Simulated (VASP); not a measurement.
# Quasiparticle energies of MgO (Periclase) in VASP, part 3 of 5

Wanted: how far GW moves the Kohn-Sham levels of MgO (Periclase). The cell is of the rock-salt type, one of the forms listed for this formula. The start is a cell from a database of measured crystal structures.

VASP 6.6.1, plane waves and PAW; the level of theory is named at each step.

So far, quasiparticle gap on the mesh (eV): step 3 (G0W0, functional PBE, start PBE, G0W0 on PBE) 7.11; step 7 (G0W0, functional HSE with 0.08 exact exchange, start HSE with 0.08 exact …) 7.39.

The database entry behind the starting cell differs from later determinations by our own check (about 0.1 % long), so it need not match the best structure at ambient conditions.

### Step 9. Empty bands, functional HSE with 0.16 exact exchange

Level of this step: HSE with 0.16 exact exchange; plane waves and PAW (Mg_GW, O_GW) (VASP).

ALGO = Exact makes the empty bands from the converged ground state in one step. LOPTICS writes the k-derivatives of the orbitals (WAVEDER), which give the long-wavelength limit of the screening.

Input file INCAR:

```
SYSTEM = MgO
PREC = Accurate
ENCUT = 440
ISMEAR = 0
SIGMA = 0.01
LREAL = .FALSE.
LHFCALC = .TRUE.
AEXX = 0.16
GGA = PE
LASPH = .TRUE.
NBANDS = 56
PRECFOCK = Fast
HFSCREEN = 0.2
ALGO = Exact
NELM = 1
LWAVE = .TRUE.
LCHARG = .FALSE.
LOPTICS = .TRUE.
NEDOS = 1000
CSHIFT = 0.1
```

Input file POSCAR:

```
MgO
1.0
    0.0000000000      2.1085000000      2.1085000000
    2.1085000000      0.0000000000      2.1085000000
    2.1085000000      2.1085000000      0.0000000000
Mg O
1 1
Direct
    0.0000000000      0.0000000000      0.0000000000
    0.5000000000      0.5000000000      0.5000000000
```

Input file KPOINTS:

```
Automatic mesh
0
Gamma
6 6 6
0 0 0
```

PAW data sets: Mg_GW and O_GW (PBE family, release 64).

The run starts from files that an earlier step left in the folder.

Run with:

```console
mpirun -np 8 vasp_std
```

What it wrote:

```text
[... set-up lines as in an earlier step ...]
 entering main loop
       N       E                     dE             d eps       ncg     rms          rms(c)
DIA:   1    -0.134054397991E+02   -0.13405E+02    0.00000E+00     0   0.000E+00
   1 F= -.13405440E+02 E0= -.13405440E+02  d E =-.349300E-23
 writing wavefunctions
 optical routines
 imaginary and real dielectric function
 recalculating local potential from charge density
 direction            1
 direction            2
 direction            3
```

Wall time 61 s (8 MPI ranks of Intel Xeon 6975P-C (Granite Rapids), shared host); peak memory 1.8 GiB; 7.1 min of CPU time.

From OUTCAR (step 9):

```text
 POSITION                                       TOTAL-FORCE (eV/Angst)
 -----------------------------------------------------------------------------------
      0.00000      0.00000      0.00000         0.000000     -0.000000      0.000000
      2.10850      2.10850      2.10850         0.000000      0.000000     -0.000000
 -----------------------------------------------------------------------------------
    total drift:                               -0.000000     -0.000000     -0.000000

  FREE ENERGIE OF THE ION-ELECTRON SYSTEM (eV)
  ---------------------------------------------------
  free  energy   TOTEN  =       -13.4054397991 eV

  energy  without entropy=      -13.4054397991  energy(sigma->0) =      -13.40543980

[... 2 parts as in an earlier step ...]

[... 1 further part left out ...]
[key lines of the parts left out:]
E-fermi :   2.4235
```

### Step 10. G0W0, functional HSE with 0.16 exact exchange, start HSE with 0.16 exact exchange

This step: G0W0 on HSE with 0.16 exact exchange; plane waves and PAW (Mg_GW, O_GW) (VASP 6.6.1).

G0W0 keeps orbitals and screening fixed and shifts each of the lowest NBANDSGW levels once.

Input file INCAR:

```
SYSTEM = MgO
PREC = Accurate
ENCUT = 440
ISMEAR = 0
SIGMA = 0.01
LREAL = .FALSE.
LHFCALC = .TRUE.
AEXX = 0.16
GGA = PE
LASPH = .TRUE.
NBANDS = 56
PRECFOCK = Fast
HFSCREEN = 0.2
ALGO = EVGW0
NELMGW = 1
ENCUTGW = 120
NOMEGA = 64
NBANDSGW = 16
LWAVE = .FALSE.
LCHARG = .FALSE.
```

POSCAR is that of step 9.

KPOINTS is that of step 9.

The run starts from files that an earlier step left in the folder.

Run with:

```console
mpirun -np 8 vasp_std
```

What it wrote:

```text
[banner, memory and clock lines left out]
running    8 mpi-ranks, on    1 nodes
[...]
[... a notice as in an earlier step ...]

 [... a notice as in an earlier step ...]

 LDA part: xc-table for (Slater+PW92), standard interpolation
 found WAVECAR, reading the header
 POSCAR, INCAR and KPOINTS ok, starting setup
[...]
reading WAVECAR
 the WAVECAR file was read successfully
 initial charge from wavefunction
 available memory per node:     32.19 GB, setting MAXMEM to     32964

 The Fermi energy was updated, please check that it is located mid-gap
 values below the HOMO (VB) or above the LUMO (CB) will cause erroneous energies
 E-fermi :   5.2528

 calculate exact exchange contribution
 the WAVEDER file was read successfully
energies w=
    0.000    0.000    0.638    0.000    1.274    0.000    1.908    0.000
    2.537    0.000    3.161    0.000    3.779    0.000    4.389    0.000
    4.992    0.000    5.587    0.000    6.173    0.000    6.752    0.000
[...]
total number of BLAS operations         87.11 Gflops
NQ=  12   -0.3333    0.3333    0.0000,
|.........|.........|.........|.........|.........|.........|.........|.........
 performed       3773000 updates of chi_q(r,r)
 total number of BLAS operations         94.48 Gflops
NQ=  13    0.5000    0.5000    0.0000,
|.........|.........|.........|.........|.........|.........|.........|.........
 performed       3945000 updates of chi_q(r,r)
 total number of BLAS operations        100.13 Gflops
NQ=  14    0.5000    0.3333    0.1667,
|.........|.........|.........|.........|.........|.........|.........|.........
 performed       4382000 updates of chi_q(r,r)
 total number of BLAS operations        111.10 Gflops
NQ=  15   -0.3333    0.3333    0.1667,
|.........|.........|.........|.........|.........|.........|.........|.........
 performed       4772000 updates of chi_q(r,r)
 total number of BLAS operations        120.91 Gflops
NQ=  16   -0.3333    0.5000    0.1667,
|.........|.........|.........|.........|.........|.........|.........|.........
 performed       5112000 updates of chi_q(r,r)
 total number of BLAS operations        128.86 Gflops
 resolving degeneracies of screened two electron integrals

 calculate QP shifts <psi_nk| G(iteration)W_0 |psi_nk>: iteration 1
 entering main loop
```

Run time: 13 s. Hardware: 8 MPI ranks; peak memory 1.8 GiB.

OUTCAR, selected parts (step 10):

```text
 QP shifts <psi_nk| G(iteration)W_0 |psi_nk>: iteration 1
 for sc-GW calculations column KS-energies equals QP-energies in previous step
 and V_xc(KS)=  KS-energies - (<T + V_ion + V_H > + <T+V_H+V_ion>^1  + <V_x>^1)
 k-point   1 :       0.0000    0.0000    0.0000
  band No.  KS-energies  QP-energies   sigma(KS)   V_xc(KS)     V^pw_x(r,r')   Z            occupation Imag(sigma)
      1     -15.8945     -16.9446     -21.5379     -20.0420     -29.9897       0.7020       2.0000       1.0253
      2       2.3568       1.6516     -21.3802     -20.5074     -25.2235       0.8079       2.0000       0.0665
      3       2.3568       1.6516     -21.3802     -20.5074     -25.2235       0.8079       2.0000       0.0665
      4       2.3568       1.6516     -21.3802     -20.5074     -25.2235       0.8079       2.0000       0.0665
      5       8.1488       9.3080     -10.4010     -11.7543      -7.2103       0.8565       0.0000      -0.0479
      6      19.4051      20.5073      -7.2500      -8.5502      -3.0465       0.8478       0.0000      -0.0802
      7      19.4051      20.5073      -7.2500      -8.5502      -3.0465       0.8478       0.0000      -0.0802
      8      19.4051      20.5073      -7.2500      -8.5502      -3.0465       0.8478       0.0000      -0.0802
    ...

[... 2 parts as in an earlier step ...]

[... 1 further part left out ...]
[key lines of the parts left out:]
E-fermi :   5.2528
```

GW takes the gap from 5.792 to 7.656 eV. That is +544 meV against G0W0 on PBE. The value holds for 56 bands, ENCUTGW = 120 eV and this mesh, and isn't shown to be converged in them.

### Step 11. Another starting point, functional HSE with 0.25 exact exchange

This step: HSE with 0.25 exact exchange; plane waves and PAW (Mg_GW, O_GW) (VASP 6.6.1).

To see how much the result owes to its start, the ground state is made again with HSE with 0.25 exact exchange. EDIFF is tight for accurate orbitals, and a narrow smearing avoids fractional occupations.

Input file INCAR:

```
SYSTEM = MgO
PREC = Accurate
ENCUT = 440
EDIFF = 1E-08
NELM = 100
ISMEAR = 0
SIGMA = 0.01
LREAL = .FALSE.
ALGO = Normal
LHFCALC = .TRUE.
AEXX = 0.25
GGA = PE
LASPH = .TRUE.
NBANDS = 10
PRECFOCK = Fast
LORBIT = 11
LWAVE = .TRUE.
LCHARG = .FALSE.
KPAR = 8
HFSCREEN = 0.2
```

POSCAR is that of step 10.

KPOINTS is that of step 10.

Run with:

```console
mpirun -np 8 vasp_std
```

What it wrote:

```text
[... set-up lines as in an earlier step ...]
 entering main loop
       N       E                     dE             d eps       ncg     rms          rms(c)
DAV:   1    -0.142531728589E+02   -0.14253E+02   -0.32771E-01   340   0.668E+00    0.310E-01
DAV:   2    -0.142543273264E+02   -0.11545E-02   -0.21925E-03   428   0.469E-01    0.217E-01
DAV:   3    -0.142537570790E+02    0.57025E-03   -0.39478E-04   352   0.125E-01    0.138E-01
DAV:   4    -0.142535778339E+02    0.17925E-03   -0.80672E-05   454   0.133E-01    0.824E-02
[...]
DAV:  11    -0.142534865297E+02    0.10594E-06   -0.43729E-08   402   0.339E-03    0.192E-03
DAV:  12    -0.142534865190E+02    0.10667E-07   -0.16087E-08   342   0.201E-03    0.115E-03
DAV:  13    -0.142534865131E+02    0.59429E-08   -0.54709E-09   184   0.121E-03
   1 F= -.14253487E+02 E0= -.14253487E+02  d E =-.206320E-22
 writing wavefunctions
```

Wall time 13 s (8 MPI ranks); peak memory 1.6 GiB; 87 s of CPU time.

Parts of OUTCAR (step 11):

```text
 POSITION                                       TOTAL-FORCE (eV/Angst)
 -----------------------------------------------------------------------------------
      0.00000      0.00000      0.00000        -0.000000     -0.000000      0.000000
      2.10850      2.10850      2.10850         0.000000      0.000000     -0.000000
 -----------------------------------------------------------------------------------
    total drift:                                0.000179      0.000262      0.000263

  FREE ENERGIE OF THE ION-ELECTRON SYSTEM (eV)
  ---------------------------------------------------
  free  energy   TOTEN  =       -14.2534865131 eV

  energy  without entropy=      -14.2534865131  energy(sigma->0) =      -14.25348651

[... 2 parts as in an earlier step ...]

[... 1 further part left out ...]
[key lines of the parts left out:]
E-fermi :   1.9608
```

### Step 12. Empty bands, functional HSE with 0.25 exact exchange

ALGO = Exact makes the empty bands from the converged ground state in one step. LOPTICS writes the k-derivatives of the orbitals (WAVEDER), which give the long-wavelength limit of the screening.

Input file INCAR:

```
SYSTEM = MgO
PREC = Accurate
ENCUT = 440
ISMEAR = 0
SIGMA = 0.01
LREAL = .FALSE.
LHFCALC = .TRUE.
AEXX = 0.25
GGA = PE
LASPH = .TRUE.
NBANDS = 56
PRECFOCK = Fast
HFSCREEN = 0.2
ALGO = Exact
NELM = 1
LWAVE = .TRUE.
LCHARG = .FALSE.
LOPTICS = .TRUE.
NEDOS = 1000
CSHIFT = 0.1
```

POSCAR is that of step 11.

KPOINTS is that of step 11.

The WAVECAR or CHGCAR of an earlier step is read.

Run with:

```console
mpirun -np 8 vasp_std
```

What it wrote:

```text
[... set-up lines as in an earlier step ...]
 entering main loop
       N       E                     dE             d eps       ncg     rms          rms(c)
DIA:   1    -0.142534865067E+02   -0.14253E+02    0.00000E+00     0   0.000E+00
   1 F= -.14253487E+02 E0= -.14253487E+02  d E =-.261551E-82
 writing wavefunctions
 optical routines
 imaginary and real dielectric function
 recalculating local potential from charge density
 direction            1
 direction            2
 direction            3
```

Elapsed: 62 s, on 8 MPI ranks; peak memory 1.8 GiB; 7.2 min of CPU time.

OUTCAR, selected parts (step 12):

```text
 POSITION                                       TOTAL-FORCE (eV/Angst)
 -----------------------------------------------------------------------------------
      0.00000      0.00000      0.00000        -0.000000      0.000000      0.000000
      2.10850      2.10850      2.10850         0.000000     -0.000000     -0.000000
 -----------------------------------------------------------------------------------
    total drift:                               -0.000032     -0.000046     -0.000046

  FREE ENERGIE OF THE ION-ELECTRON SYSTEM (eV)
  ---------------------------------------------------
  free  energy   TOTEN  =       -14.2534865067 eV

  energy  without entropy=      -14.2534865067  energy(sigma->0) =      -14.25348651

[... 2 parts as in an earlier step ...]

[... 1 further part left out ...]
[key lines of the parts left out:]
E-fermi :   2.0300
```

### Step 13. G0W0, functional HSE with 0.25 exact exchange, start HSE with 0.25 exact exchange

This step: G0W0 on HSE with 0.25 exact exchange; plane waves and PAW (Mg_GW, O_GW) (VASP 6.6.1).

G0W0 keeps orbitals and screening fixed and shifts each of the lowest NBANDSGW levels once.

Input file INCAR:

```
SYSTEM = MgO
PREC = Accurate
ENCUT = 440
ISMEAR = 0
SIGMA = 0.01
LREAL = .FALSE.
LHFCALC = .TRUE.
AEXX = 0.25
GGA = PE
LASPH = .TRUE.
NBANDS = 56
PRECFOCK = Fast
HFSCREEN = 0.2
ALGO = EVGW0
NELMGW = 1
ENCUTGW = 120
NOMEGA = 64
NBANDSGW = 16
LWAVE = .FALSE.
LCHARG = .FALSE.
```

POSCAR is that of step 12.

KPOINTS is that of step 12.

The WAVECAR or CHGCAR of an earlier step is read.

Run with:

```console
mpirun -np 8 vasp_std
```

What it wrote:

```text
[banner, memory and clock lines left out]
running    8 mpi-ranks, on    1 nodes
[...]
[... a notice as in an earlier step ...]

 [... a notice as in an earlier step ...]

 LDA part: xc-table for (Slater+PW92), standard interpolation
 found WAVECAR, reading the header
 POSCAR, INCAR and KPOINTS ok, starting setup
[...]
reading WAVECAR
 the WAVECAR file was read successfully
 initial charge from wavefunction
 available memory per node:     32.17 GB, setting MAXMEM to     32941

 The Fermi energy was updated, please check that it is located mid-gap
 values below the HOMO (VB) or above the LUMO (CB) will cause erroneous energies
 E-fermi :   5.1107

 calculate exact exchange contribution
 the WAVEDER file was read successfully
energies w=
    0.000    0.000    0.658    0.000    1.315    0.000    1.968    0.000
    2.618    0.000    3.262    0.000    3.899    0.000    4.529    0.000
    5.151    0.000    5.764    0.000    6.370    0.000    6.966    0.000
[...]
total number of BLAS operations         87.11 Gflops
NQ=  12   -0.3333    0.3333    0.0000,
|.........|.........|.........|.........|.........|.........|.........|.........
 performed       3773000 updates of chi_q(r,r)
 total number of BLAS operations         94.48 Gflops
NQ=  13    0.5000    0.5000    0.0000,
|.........|.........|.........|.........|.........|.........|.........|.........
 performed       3945000 updates of chi_q(r,r)
 total number of BLAS operations        100.13 Gflops
NQ=  14    0.5000    0.3333    0.1667,
|.........|.........|.........|.........|.........|.........|.........|.........
 performed       4382000 updates of chi_q(r,r)
 total number of BLAS operations        111.10 Gflops
NQ=  15   -0.3333    0.3333    0.1667,
|.........|.........|.........|.........|.........|.........|.........|.........
 performed       4772000 updates of chi_q(r,r)
 total number of BLAS operations        120.91 Gflops
NQ=  16   -0.3333    0.5000    0.1667,
|.........|.........|.........|.........|.........|.........|.........|.........
 performed       5112000 updates of chi_q(r,r)
 total number of BLAS operations        128.86 Gflops
 resolving degeneracies of screened two electron integrals

 calculate QP shifts <psi_nk| G(iteration)W_0 |psi_nk>: iteration 1
 entering main loop
```

Elapsed: 13 s, on 8 MPI ranks; peak memory 1.8 GiB; 88 s of CPU time.

Parts of OUTCAR (step 13):

```text
 QP shifts <psi_nk| G(iteration)W_0 |psi_nk>: iteration 1
 for sc-GW calculations column KS-energies equals QP-energies in previous step
 and V_xc(KS)=  KS-energies - (<T + V_ion + V_H > + <T+V_H+V_ion>^1  + <V_x>^1)
 k-point   1 :       0.0000    0.0000    0.0000
  band No.  KS-energies  QP-energies   sigma(KS)   V_xc(KS)     V^pw_x(r,r')   Z            occupation Imag(sigma)
      1     -16.9128     -17.3800     -21.7738     -21.1211     -30.0343       0.7158       2.0000       0.9948
      2       1.8955       1.4806     -21.4711     -20.9636     -25.2303       0.8174       2.0000       0.0646
      3       1.8955       1.4806     -21.4711     -20.9636     -25.2303       0.8174       2.0000       0.0646
      4       1.8955       1.4806     -21.4711     -20.9636     -25.2303       0.8174       2.0000       0.0646
      5       8.3258       9.4266     -10.2483     -11.5199      -7.0958       0.8657       0.0000      -0.0466
      6      19.6624      20.6540      -7.1251      -8.2825      -3.0321       0.8568       0.0000      -0.0753
      7      19.6624      20.6540      -7.1251      -8.2825      -3.0321       0.8568       0.0000      -0.0753
      8      19.6624      20.6540      -7.1251      -8.2825      -3.0321       0.8568       0.0000      -0.0753
    ...

[... 2 parts as in an earlier step ...]

[... 1 further part left out ...]
[key lines of the parts left out:]
E-fermi :   5.1107
```

GW takes the gap from 6.430 to 7.946 eV. That is +834 meV against G0W0 on PBE. The value holds for 56 bands, ENCUTGW = 120 eV and this mesh, and isn't shown to be converged in them.

### Step 14. Another starting point, functional HSE with 0.33 exact exchange

This step: HSE with 0.33 exact exchange; plane waves and PAW (Mg_GW, O_GW) (VASP 6.6.1).

To see how much the result owes to its start, the ground state is made again with HSE with 0.33 exact exchange. A small SIGMA keeps every occupation at zero or full.

Input file INCAR:

```
SYSTEM = MgO
PREC = Accurate
ENCUT = 440
EDIFF = 1E-08
NELM = 100
ISMEAR = 0
SIGMA = 0.01
LREAL = .FALSE.
ALGO = Normal
LHFCALC = .TRUE.
AEXX = 0.33
GGA = PE
LASPH = .TRUE.
NBANDS = 10
PRECFOCK = Fast
LORBIT = 11
LWAVE = .TRUE.
LCHARG = .FALSE.
KPAR = 8
HFSCREEN = 0.2
```

POSCAR is that of step 13.

KPOINTS is that of step 13.

Run with:

```console
mpirun -np 8 vasp_std
```

What it wrote:

```text
[... set-up lines as in an earlier step ...]
 entering main loop
       N       E                     dE             d eps       ncg     rms          rms(c)
DAV:   1    -0.150123913367E+02   -0.15012E+02   -0.55320E-01   340   0.883E+00    0.401E-01
DAV:   2    -0.150155839249E+02   -0.31926E-02   -0.48713E-03   400   0.678E-01    0.285E-01
DAV:   3    -0.150144634069E+02    0.11205E-02   -0.72634E-04   366   0.171E-01    0.182E-01
DAV:   4    -0.150141150491E+02    0.34836E-03   -0.19536E-04   438   0.164E-01    0.110E-01
[...]
DAV:  13    -0.150139368026E+02    0.19594E-07   -0.94256E-09   228   0.160E-03    0.847E-04
DAV:  14    -0.150139367881E+02    0.14491E-07   -0.43348E-09   180   0.978E-04    0.511E-04
DAV:  15    -0.150139367865E+02    0.15854E-08   -0.19990E-09   168   0.539E-04
   1 F= -.15013937E+02 E0= -.15013937E+02  d E =-.553152E-26
 writing wavefunctions
```

It took 14 s on 8 MPI ranks; peak memory 1.7 GiB.

OUTCAR, selected parts (step 14):

```text
 POSITION                                       TOTAL-FORCE (eV/Angst)
 -----------------------------------------------------------------------------------
      0.00000      0.00000      0.00000         0.000000     -0.000000      0.000000
      2.10850      2.10850      2.10850        -0.000000      0.000000     -0.000000
 -----------------------------------------------------------------------------------
    total drift:                                0.000250      0.000399      0.000403

  FREE ENERGIE OF THE ION-ELECTRON SYSTEM (eV)
  ---------------------------------------------------
  free  energy   TOTEN  =       -15.0139367865 eV

  energy  without entropy=      -15.0139367865  energy(sigma->0) =      -15.01393679

[... 2 parts as in an earlier step ...]

[... 1 further part left out ...]
[key lines of the parts left out:]
E-fermi :   1.5512
```

### Step 15. Empty bands, functional HSE with 0.33 exact exchange

The next step needs empty bands that the ground-state run didn't converge, so the Hamiltonian is diagonalised exactly for NBANDS bands, in a single step. LOPTICS writes the k-derivatives of the orbitals (WAVEDER), which give the long-wavelength limit of the screening.

Input file INCAR:

```
SYSTEM = MgO
PREC = Accurate
ENCUT = 440
ISMEAR = 0
SIGMA = 0.01
LREAL = .FALSE.
LHFCALC = .TRUE.
AEXX = 0.33
GGA = PE
LASPH = .TRUE.
NBANDS = 56
PRECFOCK = Fast
HFSCREEN = 0.2
ALGO = Exact
NELM = 1
LWAVE = .TRUE.
LCHARG = .FALSE.
LOPTICS = .TRUE.
NEDOS = 1000
CSHIFT = 0.1
```

POSCAR is that of step 14.

KPOINTS is that of step 14.

The WAVECAR or CHGCAR of an earlier step is read.

Run with:

```console
mpirun -np 8 vasp_std
```

What it wrote:

```text
[... set-up lines as in an earlier step ...]
 entering main loop
       N       E                     dE             d eps       ncg     rms          rms(c)
DIA:   1    -0.150139367927E+02   -0.15014E+02    0.00000E+00     0   0.000E+00
   1 F= -.15013937E+02 E0= -.15013937E+02  d E =-.440934E-90
 writing wavefunctions
 optical routines
 imaginary and real dielectric function
 recalculating local potential from charge density
 direction            1
 direction            2
 direction            3
```

Run time: 61 s. Hardware: 8 MPI ranks; peak memory 1.8 GiB.

Parts of OUTCAR (step 15):

```text
 POSITION                                       TOTAL-FORCE (eV/Angst)
 -----------------------------------------------------------------------------------
      0.00000      0.00000      0.00000        -0.000000      0.000000     -0.000000
      2.10850      2.10850      2.10850         0.000000     -0.000000      0.000000
 -----------------------------------------------------------------------------------
    total drift:                                0.000059      0.000084      0.000084

  FREE ENERGIE OF THE ION-ELECTRON SYSTEM (eV)
  ---------------------------------------------------
  free  energy   TOTEN  =       -15.0139367927 eV

  energy  without entropy=      -15.0139367927  energy(sigma->0) =      -15.01393679

[... 2 parts as in an earlier step ...]

[... 1 further part left out ...]
[key lines of the parts left out:]
E-fermi :   1.6208
```

(Continued in part 4 of 5.)

[Lines on the potential files, build, host, timing and source positions are cut from VASP's logs without a mark.]

[Logs are printed without paths, hosts, clocks, repeated set-up lines and the standing remarks that a program may print on its own settings, such as how far it seeks lower states.]

[Hosts, paths, dates, database ids (printed as entryN), source tags and the programs' standing remarks are cut or masked in the printed files.]

[Pressures printed for these runs are not shown converged in the cutoff: they can be off by several GPa and have the wrong sign.]
